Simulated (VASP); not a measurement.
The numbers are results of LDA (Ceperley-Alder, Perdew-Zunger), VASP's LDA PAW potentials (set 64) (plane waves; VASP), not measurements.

VASP input:

File KPOINTS:
```
Automatic mesh
0
Gamma
13 13 13
0 0 0
```

INCAR:
```
# general
SYSTEM  = FeAl
PREC    = Accurate
ENCUT   = 520
LREAL   = .FALSE.
LASPH   = .TRUE.

# electronic loop
EDIFF   = 1E-7
NELM    = 100
ALGO    = Normal
LMAXMIX = 4

# smearing
ISMEAR  = 1
SIGMA   = 0.1

# ions
ISIF    = 2

# output
LWAVE   = .FALSE.
LCHARG  = .FALSE.
```

File POSCAR:
```
FeAl
1
    2.8682425367     0.0000000000     0.0000000000
    0.0000000000     2.8682425367     0.0000000000
    0.0000000000     0.0000000000     2.8682425367
Al Fe
1 1
Direct
  0.5000000000   0.5000000000   0.5000000000
  0.0000000000   0.0000000000   0.0000000000
```

POTCAR, in this order: Al Fe (LDA.64 set). Program: vasp_std.

The run wrote:

File OSZICAR:
```
       N       E                     dE             d eps       ncg     rms          rms(c)
DAV:   1     0.317036386574E+02    0.31704E+02   -0.51317E+03  1512   0.127E+03
DAV:   2    -0.148109333077E+02   -0.46515E+02   -0.44677E+02  1523   0.182E+02
DAV:   3    -0.161361953315E+02   -0.13253E+01   -0.12951E+01  1780   0.424E+01
DAV:   4    -0.161619618826E+02   -0.25767E-01   -0.25746E-01  2009   0.524E+00
DAV:   5    -0.161623300377E+02   -0.36816E-03   -0.36814E-03  1823   0.525E-01    0.137E+01
DAV:   6    -0.181491400212E+02   -0.19868E+01   -0.72466E+01  1717   0.140E+02    0.178E+01
DAV:   7    -0.143171198405E+02    0.38320E+01   -0.35757E+01  1692   0.878E+01    0.251E+00
DAV:   8    -0.142789411299E+02    0.38179E-01   -0.22103E-01  1709   0.588E+00    0.143E+00
DAV:   9    -0.142614577180E+02    0.17483E-01   -0.42820E-02  1915   0.312E+00    0.368E-01
DAV:  10    -0.142609222998E+02    0.53542E-03   -0.71673E-04  1764   0.366E-01    0.162E-01
DAV:  11    -0.142608876136E+02    0.34686E-04   -0.32046E-05  1730   0.521E-02    0.892E-03
DAV:  12    -0.142608864249E+02    0.11888E-05   -0.29819E-06  1949   0.223E-02    0.633E-03
DAV:  13    -0.142608863205E+02    0.10437E-06   -0.10058E-06  1605   0.120E-02    0.183E-03
DAV:  14    -0.142608863121E+02    0.84542E-08   -0.56914E-08   786   0.326E-03
   1 F= -.14260886E+02 E0= -.14260701E+02  d E =-.557109E-03
```

### OUTCAR
```
------------------------ aborting loop because EDIFF is reached ----------------------------------------
  FORCE on cell =-STRESS in cart. coord.  units (eV):
  Direction    XX          YY          ZZ          XY          YZ          ZX
  --------------------------------------------------------------------------------------
  Total       -1.5662954     -1.5662954     -1.5662954     -0.0000000      0.0000000     -0.0000000
  in kB     -106.3497891   -106.3497891   -106.3497891     -0.0000000      0.0000000     -0.0000000
  external PRESSURE =    -106.3497891 kB  Pullay stress =       0.0000000 kB
  volume of cell :       23.60
      direct lattice vectors                 reciprocal lattice vectors
     2.868242537  0.000000000  0.000000000     0.348645551  0.000000000  0.000000000
     0.000000000  2.868242537  0.000000000     0.000000000  0.348645551  0.000000000
     0.000000000  0.000000000  2.868242537     0.000000000  0.000000000  0.348645551
 POSITION                                       TOTAL-FORCE (eV/Angst)
 -----------------------------------------------------------------------------------
      1.43412      1.43412      1.43412         0.000000      0.000000      0.000000
      0.00000      0.00000      0.00000         0.000000      0.000000      0.000000
 -----------------------------------------------------------------------------------
    total drift:                                0.000000      0.000000      0.000000
  FREE ENERGIE OF THE ION-ELECTRON SYSTEM (eV)
  ---------------------------------------------------
  free  energy   TOTEN  =       -14.2608863121 eV

  energy  without entropy=      -14.2603292033  energy(sigma->0) =      -14.26070061
```
(Selected blocks of OUTCAR.)

The compound is FeAl in the CsCl type structure. This cell is one point of a volume scan, at 1.06 of the reference volume. The run is not spin-polarised, so no magnetic state was tried. The electron count is odd and the run is not spin-polarised, which forces a metal.
